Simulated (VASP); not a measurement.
Data:

```
CELL_PARAMETERS angstrom
      1.57850    -2.73405     0.00000
      1.57850     2.73405     0.00000
      0.00000     0.00000     4.99157
ATOMIC_POSITIONS crystal
  Hf 0.33333 0.66667 0.25000
  Hf 0.66667 0.33333 0.75000
```

Calculation: PBEsol GGA, VASP's PBE PAW potentials (set 64) (plane waves; VASP). Run with 500 eV cut-off, 13×13×7 Γ-centred mesh, first-order Methfessel-Paxton smearing of 0.10 eV, potentials Hf_pv.

Unless said otherwise, spin-orbit coupling is left out, though it shifts the bands of the heavy elements here.

Question: Predict the energy per atom (σ→0), band gap (on the k-mesh) with the smallest direct gap where there is one.

Answer: 
* **band gap (on the k-mesh)**: none (metal, semimetal or under 0.01 eV)
* **energy per atom (σ→0)**: -10.502 eV/atom

Only differences to runs with the same potentials and settings are physical.

The compound is Hf in the hcp structure. It was relaxed first.
